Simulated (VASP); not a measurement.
A convergence study with VASP on C (diamond): a few settings are varied, all else stays as given below, so the limit is that of these other settings. The cell's lengths are 1 % over those of the tabulated start and one atom is moved, so it is off equilibrium.

```xyz
2
Lattice="0.0000 1.8013 1.8013 1.8013 0.0000 1.8013 1.8013 1.8013 0.0000" Properties=species:S:1:pos:R:3 pbc="T T T"
C      0.0000     0.0000     0.0000
C      0.9613     0.9007     0.9007
```

Level of theory: PBEsol GGA, VASP's PBE PAW potentials (set 64) (plane waves; VASP). The last row used: ADDGRID = .TRUE., 600 eV cut-off, 14×14×14 Γ-centred mesh, Gaussian smearing of 0.050 eV, potentials C.

Gaps are read on the run's mesh, which can miss a band edge.

| setting | E (eV/atom) | pressure (GPa) | largest force (eV/Å) | gap on the mesh (eV) | plane waves |
|---|---|---|---|---|---|
| ADDGRID = unset, ENCUT = 300, PREC = Low | -9.6446 | -38.39 | 2.247 | 2.905 | 150 |
| ADDGRID = unset, ENCUT = 300, PREC = Normal | -9.6443 | -38.40 | 2.245 | 2.904 | 150 |
| ADDGRID = .TRUE., ENCUT = 300, PREC = Normal | -9.6443 | -38.40 | 2.245 | 2.904 | 150 |
| ADDGRID = .TRUE., ENCUT = 300, PREC = Accurate | -9.6436 | -38.39 | 2.245 | 2.904 | 150 |
| ADDGRID = unset, ENCUT = 400, PREC = Low | -9.5867 | -19.30 | 2.094 | 2.937 | 222 |
| ADDGRID = unset, ENCUT = 400, PREC = Normal | -9.5864 | -19.31 | 2.092 | 2.937 | 222 |
| ADDGRID = .TRUE., ENCUT = 400, PREC = Normal | -9.5864 | -19.31 | 2.092 | 2.937 | 222 |
| ADDGRID = .TRUE., ENCUT = 400, PREC = Accurate | -9.5845 | -19.40 | 2.094 | 2.937 | 222 |
| ADDGRID = unset, ENCUT = 500, PREC = Low | -9.5823 | -14.91 | 2.100 | 2.969 | 307 |
| ADDGRID = unset, ENCUT = 500, PREC = Normal | -9.5820 | -14.92 | 2.098 | 2.968 | 307 |
| ADDGRID = .TRUE., ENCUT = 500, PREC = Normal | -9.5820 | -14.92 | 2.098 | 2.968 | 307 |
| ADDGRID = .TRUE., ENCUT = 500, PREC = Accurate | -9.5819 | -14.95 | 2.098 | 2.968 | 307 |
| ADDGRID = unset, ENCUT = 600, PREC = Low | -9.5840 | -15.59 | 2.101 | 2.970 | 399 |
| ADDGRID = unset, ENCUT = 600, PREC = Normal | -9.5838 | -15.61 | 2.099 | 2.970 | 399 |
| ADDGRID = .TRUE., ENCUT = 600, PREC = Normal | -9.5838 | -15.61 | 2.099 | 2.970 | 399 |
| ADDGRID = .TRUE., ENCUT = 600, PREC = Accurate | -9.5837 | -15.61 | 2.099 | 2.970 | 399 |

Left out are rungs that failed or repeat a setting and relaxations that didn't move; long series are thinned to 24 rows.

The compound is C in the diamond structure. The cell was not relaxed at this level, it is distorted from the ideal structure.
